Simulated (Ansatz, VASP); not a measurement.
## K2MnF4 (K2MnF4 (I4/mmm)) in two plane-wave programs

Aim: how closely do two programs agree when they are given the same cell, functional and k mesh? The cell is taken from a series of runs on this material, whose earlier steps may have relaxed, scaled, displaced or heated it; both programs get it as it stands.

Program: Ansatz 0.2.0. Level of theory: plane waves, with VASP 6.6.1 beside it; relaxation of cell and atoms at PBEsol, DFT+U. Results are calculated unless marked as measured.

**1. The starting structure**

The structure is tetragonal, space group I4/mmm (No. 139). The conventional cell has a = 4.155 Å, b = 4.155 Å, c = 13.205 Å, α = 90.00°, β = 90.00°, γ = 90.00°. Nearest to K lie 9 F at 2.57 to 2.94 Å. Nearest to Mn lie 6 F at 2.08 to 2.11 Å. Nearest to F lie 1 Mn at 2.11 Å and 5 K at 2.57 to 2.94 Å. Nearest to F lie 2 Mn at 2.08 Å and 4 K at 2.83 Å. Farther neighbours and most contacts between anions are not listed.

**2. Ansatz: relaxation of cell and atoms, PBEsol, DFT+U**

Ansatz runs on its PAW soft_1 files.

The relaxed volume is the usual yardstick between codes: in a stiff, nearly cubic crystal its relative difference is about their pressure difference at one cell divided by the bulk modulus.

The input, input.yaml:

```yaml
crystal:
  lattice:
    - [-2.0772625, 2.0772625, 6.6026141]
    - [2.0772625, -2.0772625, 6.6026141]
    - [2.0772625, 2.0772625, -6.6026141]
  atoms:
    - { symbol: K, position: [0.35459956, 0.35459956, 0.0] }
    - { symbol: K, position: [0.64540044, 0.64540044, 0.0] }
    - { symbol: Mn, position: [0.0, 0.0, 0.0], spin: 5.0 }
    - { symbol: F, position: [0.15976346, 0.15976346, 0.0] }
    - { symbol: F, position: [0.84023654, 0.84023654, 0.0] }
    - { symbol: F, position: [0.5, 0.0, 0.5] }
    - { symbol: F, position: [0.0, 0.5, 0.5] }
magnetization:
  spin_polarized: true
  initial_magnetization: 5
  spin_locking: { lock_magnetization: hard }
basis:
  ecutwfc: 420
  xc_grid: 2
hamiltonian:
  xc: pbesol
  hubbard:
    sites: [{ species: Mn, l: d, u_eff: 4.0 }]
    projectors: ortho-atomic
  pseudopotentials: { kind: paw, azcp: { folder: soft_1 }, xc_functional: pbe }
kpoints:
  mp_grid: { grid: [9, 9, 9] }
scf:
  occupations: { method: fixed }
  max_iter: 100
relax:
  f_tol: 0.005
  max_steps: 60
  cell: {}
output:
  forces: true
  stress: true
checkpoint:
  write: "../cell.run"
  compress: false
  write_wavefunctions: false
  write_every: 100000
```

On the command line:

```bash
> ansatz run input.yaml --threads 8 --pin off --max-ram 17899MiB --backend cpu --events-out ev --progress --plain --runs-dir out
```

Numbers of over 12 decimals in the logs are rounded to 6 here.

Output:

```text
basis.fft_grid_basis auto: the FFT boxes are laid along the combinations [[1, 0, 1], [0, 1, 1], [0, 0, 1]] of the cell's own vectors, 4.155, 4.155 and 7.227 Å long. The dense box has 30×30×50 points. Along the cell's own vectors, as sized, it would have 50×50×50, 2.78 times as many. Of the 16 symmetry operations that the crystal satisfies within crystal.symmetry.tolerance (time reversal apart; of a slab, those that k [...]
Engine: ansatz 0.2.0, aarch64-unknown-linux-gnu
Pseudopotentials: kind: paw
Pseudopotential: K, paw, valence charge 9, recommended cutoff 420 eV (normal), soft_1/K.paw.azcp
Pseudopotential: Mn, paw, valence charge 15, recommended cutoff 420 eV (normal), soft_1/Mn.paw.azcp
Pseudopotential: F, paw, valence charge 7, recommended cutoff 420 eV (normal), soft_1/F.paw.azcp
Functional definition: PBEsol
  exchange = pbesol_x
  correlation = pbesol_c
Crystal: 7 atoms, lattice volume = 113.962 Å³
Basis set: ecut = 420 eV, 2195 PW (Γ), FFT grids on a1+a3, a2+a3, a3, exchange–correlation on 60×60×100 points (8 copies of the dense FFT grid, shifted against one another)
Bands: 40, of which v1, the nominal top of the filled ones, is band 31 counted from 1 (30 counted from 0)
Symmetry: 16 space group operations
Space group: I4/mmm (ITA 139), of the structure as read, at distance tolerance 4.8e-5 Å
Magnetic group: BNS 139.531 (UNI 1191), of the structure as read, at distance tolerance 4.8e-5 Å
k-points: 75 of 729
Non-local potential: K, projectors of the file, l = 0: 3, l = 1: 2, l = 2: 2
Non-local potential: Mn, projectors of the file, l = 0: 3, l = 1: 2, l = 2: 3, l = 3: 1
Non-local potential: F, projectors of the file, l = 0: 2, l = 1: 2, l = 2: 1
PAW form: soft (Blöchl's): semilocal exchange-correlation on the pseudo side does not see the compensation charge
PAW frozen core: K, regenerated for the run's functional, and the local potential with it (the file was generated under x = pbe(κ = 0.804, μ = 0.219515), c = pbe(β = 0.066725))
PAW frozen core: Mn, regenerated for the run's functional, and the local potential with it (the file was generated under x = pbe(κ = 0.804, μ = 0.219515), c = pbe(β = 0.066725))
PAW frozen core: F, regenerated for the run's functional, and the local potential with it (the file was generated under x = pbe(κ = 0.804, μ = 0.219515), c = pbe(β = 0.066725))
PAW one-centre angular grid: K, 110 points (default); XC on 64 Gauss nodes
PAW one-centre angular grid: Mn, 590 points (default); XC on 64 Gauss nodes
PAW one-centre angular grid: F, 110 points (default); XC on 64 Gauss nodes
Initial density: superposition of atomic densities (chi_scale 0.1, normalization cell, long waves kept (reshape's long-wave potential 0.10 eV rms))
Starting moments: Σ|m| = 5 μB on 1 of 7 sites
Initial wavefunctions: pseudopotential atomic-orbital guess
Functional: x = pbesol(κ = 0.804, μ = 0.123457), c = pbesol(β = 0.046)
SCF iter   1: F=—  HF=-10124.735673 eV  |F-HF|=—  |Δ(HF+E_count)|=         —  Δρ=2.92e-1 (↑1.06e-1 ↓2.92e-1)  dr2=1.70e2  dr2_m=1.01e1  M=5.000 μB ∫|m|=5.000 μB  β_m=0.30  ethr=3.10e-3  ⟨swp⟩=4.7  Hψ=20585  notcnv=0  defer=641
preconditioner: auto → Resta (q_TF=auto, 2.458 Å⁻¹)  ε∞=4.7  [insulator: Δε(μ)=0.003 eV  Ē_g=12.710 eV  n_scr=32 (ndim 8)  ℏωp=24.3 eV  f_vac=0.048  ε∞_Penn≈4.7]
spin=Collinear: Resta preconditioning applied to the charge; magnetization (m = ρ↑ − ρ↓) channel mixes plain (no charge-response kernel on spin).
SCF iter   2: F=—  HF=-10109.981717 eV  |F-HF|=—  |Δ(HF+E_count)|=    1.48e1  Δρ=4.98e-2 (↑3.42e-2 ↓4.98e-2)  dr2=4.89e0  dr2_m=3.61e-1  M=5.000 μB ∫|m|=5.006 μB  β_m=0.28  ethr=3.10e-3  ⟨swp⟩=4.0  Hψ=18346  notcnv=0  defer=932
SCF iter   3: F=—  HF=-10108.949357 eV  |F-HF|=—  |Δ(HF+E_count)|=    1.03e0  Δρ=3.18e-2 (↑1.98e-2 ↓3.18e-2)  dr2=1.95e0  dr2_m=2.94e-1  M=5.000 μB ∫|m|=5.008 μB  β_m=0.61  ethr=3.10e-3  ⟨swp⟩=2.2  Hψ=12631  notcnv=0  defer=866
SCF iter   4: F=—  HF=-10108.830767 eV  |F-HF|=—  |Δ(HF+E_count)|=   1.19e-1  Δρ=6.21e-3 (↑5.43e-3 ↓6.21e-3)  dr2=2.01e-1  dr2_m=6.93e-3  M=5.000 μB ∫|m|=5.006 μB  β_m=0.69  ethr=3.10e-3  ⟨swp⟩=2.7  Hψ=12763  notcnv=0  defer=877
SCF iter   5: F=—  HF=-10108.823245 eV  |F-HF|=—  |Δ(HF+E_count)|=   7.52e-3  Δρ=2.96e-3 (↑2.96e-3 ↓2.10e-3)  dr2=3.44e-2  dr2_m=1.37e-3  M=5.000 μB ∫|m|=5.006 μB  β_m=0.84  ethr=3.29e-4  ⟨swp⟩=2.8  Hψ=10914  notcnv=0  defer=943
[...]
E_vxc        = -856.334290  (∫ρ·V_xc dr)
  E_hubbard    = 0.461955  (on-site DFT+U / exact-exchange correction)
  E_vhub       = -9.514538  (the Hubbard potential's part of the band-sum identity)
  E_paw        = -3620.814069  (= ΣΔE_a)
  E_vpaw       = -708.782437  (= ΣTr[D̂ρ^β])
  E_aug_tail   = 0.002829  (compensation charges beyond the density's cutoff)
  E_ewald      = -3964.387010
  E_core_change = 0.555192  (= ΣΔE_core)
  E_smearing   = -0.000000  (= −TS)
  E_closure    = -0.000000  (closes the sum)
  Σ components = -10108.832738   (vs F -10108.832738, Δ=0.00e0)
--- Forces (eV/Å), atoms counted from 1 ---
  atom   1  K      0.00000000     0.00000000     0.00024596
  atom   2  K      0.00000000     0.00000000    -0.00024596
  atom   3  Mn    -0.00000000     0.00000000    -0.00000000
[...]
spin=Collinear: Resta preconditioning applied to the charge; magnetization (m = ρ↑ − ρ↓) channel mixes plain (no charge-response kernel on spin).
SCF iter   2: F=—  HF=-10110.467091 eV  |F-HF|=—  |Δ(HF+E_count)|=    1.46e1  Δρ=5.73e-2 (↑3.86e-2 ↓5.73e-2)  dr2=6.50e0  dr2_m=4.11e-1  M=5.000 μB ∫|m|=5.006 μB  β_m=0.28  ethr=3.10e-3  ⟨swp⟩=4.0  Hψ=19478  notcnv=0  defer=952
SCF iter   3: F=—  HF=-10109.011154 eV  |F-HF|=—  |Δ(HF+E_count)|=    1.46e0  Δρ=3.65e-2 (↑2.01e-2 ↓3.65e-2)  dr2=2.32e0  dr2_m=3.68e-1  M=5.000 μB ∫|m|=5.010 μB  β_m=0.58  ethr=3.10e-3  ⟨swp⟩=2.2  Hψ=12498  notcnv=0  defer=882
SCF iter   4: F=—  HF=-10108.837386 eV  |F-HF|=—  |Δ(HF+E_count)|=   1.74e-1  Δρ=8.52e-3 (↑6.41e-3 ↓8.52e-3)  dr2=2.73e-1  dr2_m=2.20e-2  M=5.000 μB ∫|m|=5.007 μB  β_m=0.68  ethr=3.10e-3  ⟨swp⟩=2.8  Hψ=13455  notcnv=0  defer=908
SCF iter   5: F=—  HF=-10108.835276 eV  |F-HF|=—  |Δ(HF+E_count)|=   2.11e-3  Δρ=3.08e-3 (↑3.08e-3 ↓2.64e-3)  dr2=5.09e-2  dr2_m=6.56e-4  M=5.000 μB ∫|m|=5.006 μB  β_m=0.84  ethr=4.47e-4  ⟨swp⟩=2.8  Hψ=11019  notcnv=0  defer=941
SCF iter   6: F=—  HF=-10108.834122 eV  |F-HF|=—  |Δ(HF+E_count)|=   1.15e-3  Δρ=2.03e-3 (↑2.03e-3 ↓2.03e-3)  dr2=1.15e-2  dr2_m=1.76e-4  M=5.000 μB ∫|m|=5.005 μB  β_m=0.74  ethr=8.34e-5  ⟨swp⟩=3.1  Hψ=9764  notcnv=0  defer=1110
SCF iter   7: F=—  HF=-10108.832389 eV  |F-HF|=—  |Δ(HF+E_count)|=   1.73e-3  Δρ=5.06e-4 (↑3.01e-4 ↓5.06e-4)  dr2=6.33e-4  dr2_m=8.29e-5  M=5.000 μB ∫|m|=5.005 μB  β_m=0.87  ethr=1.88e-5  ⟨swp⟩=2.2  Hψ=10797  notcnv=0  defer=1050
SCF iter   8: F=—  HF=-10108.832727 eV  |F-HF|=—  |Δ(HF+E_count)|=   3.38e-4  Δρ=1.48e-4 (↑1.17e-4 ↓1.48e-4)  dr2=2.24e-5  dr2_m=1.46e-5  M=5.000 μB ∫|m|=5.005 μB  β_m=0.93  ethr=1.04e-6  ⟨swp⟩=2.9  Hψ=9873  notcnv=0  defer=1117
SCF iter   9: F=—  HF=-10108.832739 eV  |F-HF|=—  |Δ(HF+E_count)|=   1.25e-5  Δρ=8.28e-5 (↑3.71e-5 ↓8.28e-5)  dr2=1.17e-5  dr2_m=1.71e-6  M=5.000 μB ∫|m|=5.005 μB  β_m=0.86  ethr=3.67e-8  ⟨swp⟩=2.0  Hψ=9410  notcnv=0  defer=1048
SCF iter  10: F=—  HF=-10108.832738 eV  |F-HF|=—  |Δ(HF+E_count)|=   9.23e-7  Δρ=3.27e-5 (↑3.27e-5 ↓3.27e-5)  dr2=2.82e-6  dr2_m=1.97e-8  M=5.000 μB ∫|m|=5.005 μB  β_m=0.82  ethr=1.91e-8  ⟨swp⟩=2.0  Hψ=8978  notcnv=0  defer=1049
SCF iter  11: F=—  HF=-10108.832738 eV  |F-HF|=—  |Δ(HF+E_count)|=   4.94e-7  Δρ=8.22e-6 (↑8.22e-6 ↓7.57e-6)  dr2=1.99e-7  dr2_m=4.30e-9  M=5.000 μB ∫|m|=5.005 μB  β_m=0.81  ethr=4.63e-9  ⟨swp⟩=2.0  Hψ=8967  notcnv=0  defer=1052
SCF iter  12: F=-10108.832738 eV  HF=-10108.832738 eV  |F-HF|=1.85e-8  |Δ(HF+E_count)|=   2.73e-9  Δρ=2.74e-6 (↑2.74e-6 ↓2.21e-6)  dr2=2.84e-8  dr2_m=5.09e-10  M=5.000 μB ∫|m|=5.005 μB  ethr=1.64e-10  ⟨swp⟩=2.7  Hψ=11351  notcnv=0
SCF 1 converged in 12 iterations: F = -10108.832738 eV  dr2 = 2.84e-8
a single-point calculation of the run's input, under the relaxation's own `scf.mixing.negative_modes` where the relaxation goes by `scf.lower_state_search: light` itself or types `scf.max_iter`, was made at the relaxed geometry, from the atoms, in 12 SCF iterations in all. It converged +0.0 meV from the relaxation's final energy, with moments (0.00, 0.00, 4.20, 0.03, 0.03, 0.05, 0.05 Bohr magnetons, atom by atom), which does not count as lower, and the relaxation's result stands. No further magnetic order was relaxed to its end, and one can end lower (see `relax.adjacent_minimum`).
SCF converged after 5 iterations
Magnetization: 5.0000 μB (33.0000 up, 28.0000 down)
Absolute magnetization: 5.0051 μB (∫|ρ↑−ρ↓|, with the PAW one-centre terms)
Spin contamination: 0.0043 ħ² per cell (⟨S²⟩ above its minimum at these occupations)
Per-site moments (μB) at R_I (Å): [(0.000964676, 1.053509), (0.000964676, 1.053509), (4.202736, 0.865076), (0.028737, 0.870278), (0.028737, 0.870278), (0.052806, 0.865076), (0.052806, 0.865076)]
Free energy (F): -10108.832738 eV
Harris-Foulkes:  -10108.832738 eV  (|F-HF|=2.18e-11)
Internal energy: -10108.832738 eV  (E = F + TS)
E sigma→0 (E₀):  -10108.832738 eV
Fermi energy:    4.916431 (↑ 4.916431, ↓ 1.933066) eV
--- Per-component energies (eV) ---
  E_band       = -688.843965
  E_kinetic    = 1611.021818
  E_local      = -7041.941825  (includes V_loc(G=0)·N_el)
  E_nonlocal   = 850.445767
  E_hartree    = 2733.129268
  E_xc         = -677.306662
  E_vxc        = -856.334290  (∫ρ·V_xc dr)
  E_hubbard    = 0.461955  (on-site DFT+U / exact-exchange correction)
  E_vhub       = -9.514538  (the Hubbard potential's part of the band-sum identity)
  E_paw        = -3620.814069  (= ΣΔE_a)
  E_vpaw       = -708.782437  (= ΣTr[D̂ρ^β])
  E_aug_tail   = 0.002829  (compensation charges beyond the density's cutoff)
  E_ewald      = -3964.387010
  E_core_change = 0.555192  (= ΣΔE_core)
  E_smearing   = -0.000000  (= −TS)
  E_closure    = -0.000000  (closes the sum)
  Σ components = -10108.832738   (vs F -10108.832738, Δ=0.00e0)
--- Forces (eV/Å), atoms counted from 1 ---
  atom   1  K      0.00000000     0.00000000     0.00024596
  atom   2  K      0.00000000     0.00000000    -0.00024596
  atom   3  Mn    -0.00000000     0.00000000    -0.00000000
  atom   4  F     -0.00000000     0.00000000    -0.00007560
  atom   5  F      0.00000000     0.00000000     0.00007560
  atom   6  F      0.00000000     0.00000000     0.00000000
  atom   7  F      0.00000000     0.00000000     0.00000000
  max |Σ_I F_I| component: 1.36e-20 eV/Å
--- Stress (GPa, compression-positive) ---
        0.008914      -0.000000      -0.000000
       -0.000000       0.008914      -0.000000
       -0.000000      -0.000000      -0.000094
  P = ⅓ Tr σ = 0.0059 GPa (0.059 kbar)
--- Relaxed structure (7 steps of the walk, 7 accepted, 2 SCFs on fresh bases) ---
  F+E_penalty+E_count = -10108.83273784 eV   max|allowed force component| = 2.460e-4 eV/Å   (the final SCF, on the basis selected at the relaxed cell)
  cell:  # Å, volume = 115.7150 Å³
    - [-2.097154, 2.097154, 6.577621]
    - [2.097154, -2.097154, 6.577621]
    - [2.097154, 2.097154, -6.577621]
  atoms:
    - { symbol: K, position: [0.354515, 0.354515, 0] }
    - { symbol: K, position: [0.645485, 0.645485, 0] }
    - { symbol: Mn, position: [0, 0, 0] }
    - { symbol: F, position: [0.160374, 0.160374, 0] }
    - { symbol: F, position: [0.839626, 0.839626, 0] }
    - { symbol: F, position: [0.5, 0, 0.5] }
    - { symbol: F, position: [0, 0.5, 0.5] }
```

[end of part 1 of 2]

[Lines on the potential files, build, host, timing and source positions are cut from VASP's logs without a mark.]

[Logs are printed without paths, hosts, clocks, repeated set-up lines and the standing remarks that a program may print on its own settings, such as how far it seeks lower states.]

[Hosts, paths, dates, database ids (printed as entryN), source tags and the programs' standing remarks are cut or masked in the printed files.]
